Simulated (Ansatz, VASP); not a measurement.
## Sr2SO in VASP and in Ansatz

POSCAR

```
Sr2SO
1.0
    4.0432370000      0.0000000000      0.0000000000
    0.0000000000      4.0432370000      0.0000000000
    0.0000000000      0.0000000000      5.7180000000
Sr S O
2 1 1
Direct
    0.5000000000      0.5000000000      0.5000000000
    0.0000000000      0.0000000000      0.0000000000
    0.0000000000      0.0000000000      0.5000000000
    0.5000000000      0.5000000000      0.0000000000
```

INCAR.step1

```
SYSTEM = Sr2SO
PREC     = Accurate       ! precision mode
ENCUT    = 520            ! plane-wave cutoff, eV
EDIFF    = 1E-5           ! SCF threshold, eV
ISMEAR   = -1             ! smearing method
SIGMA    = 0.05           ! smearing width, eV
LREAL    = .FALSE.        ! projectors in reciprocal space
LASPH    = .TRUE.         ! aspherical terms in the spheres
NELM     = 80             ! most SCF steps
ALGO     = Normal         ! electronic algorithm
ISIF     = 2              ! what is computed and relaxed
LWAVE    = .TRUE.         ! write WAVECAR
LCHARG   = .FALSE.        ! write CHGCAR
NBANDS   = 24             ! bands
GGA      = PE             ! functional
```

Contents of INCAR.step2:

```
SYSTEM = Sr2SO
PREC     = Accurate       ! precision mode
ENCUT    = 520            ! plane-wave cutoff, eV
EDIFF    = 1E-7           ! SCF threshold, eV
ISMEAR   = -1             ! smearing method
SIGMA    = 0.05           ! smearing width, eV
LREAL    = .FALSE.        ! projectors in reciprocal space
LASPH    = .TRUE.         ! aspherical terms in the spheres
NELM     = 80             ! most SCF steps
ALGO     = Normal         ! electronic algorithm
ISIF     = 2              ! what is computed and relaxed
LWAVE    = .FALSE.        ! write WAVECAR
LCHARG   = .FALSE.        ! write CHGCAR
GGA      = PE             ! functional
LHFCALC  = .TRUE.         ! exact exchange
HFSCREEN = 0.2            ! screening, 1/A
AEXX     = 0.1            ! exact-exchange fraction
PRECFOCK = Fast         
NBANDS   = 24             ! bands
ISTART   = 1
```

KPOINTS

```
regular mesh
0
G
  4 4 3
  0 0 0
```

Contents of input.yaml:

```yaml
crystal:
  lattice:
    - [4.043237, 0.0, 0.0]
    - [0.0, 4.043237, 0.0]
    - [0.0, 0.0, 5.718]
  atoms:
    - { symbol: Sr, position: [0.5, 0.5, 0.5] }
    - { symbol: Sr, position: [0.0, 0.0, 0.0] }
    - { symbol: S, position: [0.0, 0.0, 0.5] }
    - { symbol: O, position: [0.5, 0.5, 0.0] }
hamiltonian:
  xc: { exchange: pbe, correlation: pbe, exx: { coeff: 0.1, omega: 0.2 } }
  pseudopotentials: { kind: paw }
kpoints:
  mp_grid: { grid: [4, 4, 3] }
scf:
  occupations: { method: fermi_dirac, width: 0.05 }
output:
  forces: true
  stress: true
  eigenvalues: true
  write_density: true
  write_potential: true
  elf: true
  volumetric_format: npy
```

The cell comes from a database or a generator and needn't be the stable form of this composition.

Alike in both runs: task single point; functional HSE(alpha, omega); k mesh 4 × 4 × 3; occupations fermi-dirac, width 0.05 eV; no spin polarisation.

|  | VASP | Ansatz |
| --- | --- | --- |
| version | VASP 6.6.1 | Ansatz 0.2.0 |
| potentials or method | VASP PAW PBE potentials, release 64 (Sr_sv, S, O) | Ansatz PAW |
| plane-wave cutoff (eV) | 520 | 420 |
| valence electrons in the cell | 32 | 32 |

|  | VASP | Ansatz | Ansatz less VASP |
| --- | --- | --- | --- |
| gap on the k mesh at the Fermi level (eV) | 2.67 | 2.69 | +0.024 |
| least direct gap on the mesh (eV) | 2.67 | 2.69 | +0.024 |
| pressure (GPa) | -0.4 | -0.6 | -0.21 |
| largest component of the traceless stress (GPa) | 0.09 | 0.09 | -0.001 |

With one functional, cell and mesh, what is left measures potentials, basis and numerics.

Caveats: the PAW data sets were made with another functional, which shifts forces and pressure a little (VASP); an odd mesh through Γ misses points on the zone boundary, where band edges often lie (VASP); odd divisions of the mesh miss points on the zone boundary, where band edges often lie, so the gap on the mesh can be too wide (Ansatz); the PAW data sets come from PBE, with cores solved anew for the run's functional, which leaves a small shift of forces and pressure (Ansatz); the thresholds are loose for stress (Ansatz).
